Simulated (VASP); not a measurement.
A VASP calculation is set up with these files.

### KPOINTS
```
Automatic mesh
0
Gamma
5 5 7
```

**INCAR**
```
# general
SYSTEM   = MgH2
PREC     = Accurate
ENCUT    = 520
LREAL    = .FALSE.   # projection in real space or not
LASPH    = .TRUE.

# electronic loop
EDIFF    = 1E-6
NELM     = 100   # most electronic steps
ALGO     = Normal   # blocked Davidson

# smearing
ISMEAR   = 0
SIGMA    = 0.05

# functional
GGA      = MK
LUSE_VDW = .TRUE.
AGGAC    = 0.0
PARAM1   = 0.1234
PARAM2   = 1.0

# ions
IBRION   = 2   # conjugate gradients
NSW      = 60
ISIF     = 3
EDIFFG   = -0.02   # ionic stop

# output
LWAVE    = .FALSE.
LCHARG   = .FALSE.
```

**POSCAR**
```
MgH2
1
    4.4851654907     0.0000000000     0.0000000000
   -0.0000000000     4.4851654907     0.0000000000
    0.0000000000     0.0000000000     2.9959975163
Mg H
2 4
Direct
  0.0000000000   0.0000000000   0.0000000000
  0.5000000000   0.5000000000   0.5000000000
  0.3043043859   0.3043043859   0.0000000000
  0.8043043859   0.1956956141   0.5000000000
  0.1956956141   0.8043043859   0.5000000000
  0.6956956141   0.6956956141   0.0000000000
```

POTCAR, in this order: Mg H (PBE.64 set). Program: vasp_std.

Write an equivalent input for Quantum ESPRESSO's pw.x.

One equivalent input (not run):
```
&CONTROL
  calculation = 'vc-relax'
  pseudo_dir = './pseudo'
  outdir = './out'
  tprnfor = .true.
  tstress = .true.
  nstep = 60
  forc_conv_thr = 0.00078
/
&SYSTEM
  ibrav = 0
  nat = 6
  ntyp = 2
  ecutwfc = 84
  occupations = 'smearing'
  smearing = 'gaussian'
  degauss = 0.003675
  input_dft = 'vdw-df-ob86'
/
&ELECTRONS
  conv_thr = 7.3e-08
  electron_maxstep = 100
/
&IONS
/
&CELL
/
ATOMIC_SPECIES
  Mg 24.305 Mg.upf
  H 1.008 H.upf
CELL_PARAMETERS angstrom
     4.4851655    0.0000000    0.0000000
    -0.0000000    4.4851655    0.0000000
     0.0000000    0.0000000    2.9959975
ATOMIC_POSITIONS crystal
  Mg   0.0000000  0.0000000  0.0000000
  Mg   0.5000000  0.5000000  0.5000000
  H    0.3043044  0.3043044  0.0000000
  H    0.8043044  0.1956956  0.5000000
  H    0.1956956  0.8043044  0.5000000
  H    0.6956956  0.6956956  0.0000000
K_POINTS automatic
  5 5 7 0 0 0
```
Limits of the translation: the potentials are each code's own (VASP's PAW set, PseudoDojo norm-conserving files in pw.x), so ENCUT and ecutwfc are chosen apart and not converted; conv_thr bounds pw.x's estimated SCF error, while EDIFF bounds the energy change between steps; forc_conv_thr acts on force components and is met together with etot_conv_thr.

The compound is MgH2 in the rutile structure. This run relaxes it. Symmetry was kept, so distortions that lower it aren't found. The start is the result of an earlier pass.
